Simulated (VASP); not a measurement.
Wanted: the native input for a VASP 6.6.1 run.

```
Task                   : single point
Functional             : r2SCAN
Potentials or basis    : VASP PAW PBE potentials, release 64 (Mo_sv, Ge_d)
Cutoff                 : 520 eV
k mesh                 : 14 × 14 × 14
Occupations            : fermi-dirac, width 0.05 eV
Spin                   : no spin polarisation
Dipole correction      : no
Further INCAR settings : ALGO = Normal; EDIFF = 1e-07; NBANDS = 21
```

GeMo:

```
Mo Ge
1.0
     3.10613    0.00000    0.00000
     0.00000    3.10613    0.00000
     0.00000    0.00000    3.10613
Mo Ge
1 1
Direct
  0.00000 0.00000 0.00000
  0.50000 0.50000 0.50000
```

The cell comes from a database or a generator and needn't be the stable form of this composition.

These files were run (other wordings do the same):

POSCAR

```
GeMo
1.0
    3.1061285020      0.0000000000      0.0000000000
    0.0000000000      3.1061285020      0.0000000000
    0.0000000000      0.0000000000      3.1061285020
Mo Ge
1 1
Direct
    0.0000000000      0.0000000000      0.0000000000
    0.5000000000      0.5000000000      0.5000000000
```

INCAR.step1

```
PREC     = Accurate       # precision mode
ENCUT    = 520            # plane-wave cutoff, eV
ISMEAR   = -1             # smearing method
SIGMA    = 0.05           # smearing width, eV
LREAL    = F              # projectors in reciprocal space
LASPH    = T              # aspherical terms in the spheres
NELM     = 100            # most SCF steps
NBANDS   = 21             # bands
GGA      = PE             # functional
ALGO     = Normal         # electronic algorithm
EDIFF    = 1E-4           # SCF threshold, eV
LWAVE    = T              # write WAVECAR
LCHARG   = F              # write CHGCAR
```

INCAR.step2

```
PREC     = Accurate       # precision mode
ENCUT    = 520            # plane-wave cutoff, eV
EDIFF    = 1E-7           # SCF threshold, eV
ISMEAR   = -1             # smearing method
SIGMA    = 0.05           # smearing width, eV
LREAL    = F              # projectors in reciprocal space
LASPH    = T              # aspherical terms in the spheres
NELM     = 100            # most SCF steps
ALGO     = Normal         # electronic algorithm
ISIF     = 2              # what is computed and relaxed
LWAVE    = F              # write WAVECAR
LCHARG   = F              # write CHGCAR
METAGGA  = R2SCAN         # meta-GGA
LMIXTAU  = T            
NBANDS   = 21             # bands
ISTART   = 1
```

KPOINTS

```
regular mesh
0
Gamma
  14 14 14
```

Potentials or basis: VASP PAW PBE potentials, release 64 (Mo_sv, Ge_d).

Launch:

```sh
$ cat potpaw_PBE.64/Mo_sv/POTCAR potpaw_PBE.64/Ge_d/POTCAR > POTCAR
$ cp INCAR.step1 INCAR
$ mpirun -np 1 vasp_std > vasp.out
$ cp INCAR.step2 INCAR
$ mpirun -np 1 vasp_std > vasp.out
```

Results of the run:

```json
{
 "Pressure": "0.4 GPa",
 "Band gap on the k mesh": "none (metal or under the smearing width)"
}
```

Caveat: the PAW data sets were made with another functional, which shifts forces and pressure a little.

Wall time 110 s on 1 thread of Intel(R) Xeon(R) Platinum 8488C (Sapphire Rapids), with other jobs on the host, peak memory 0.2 GiB.
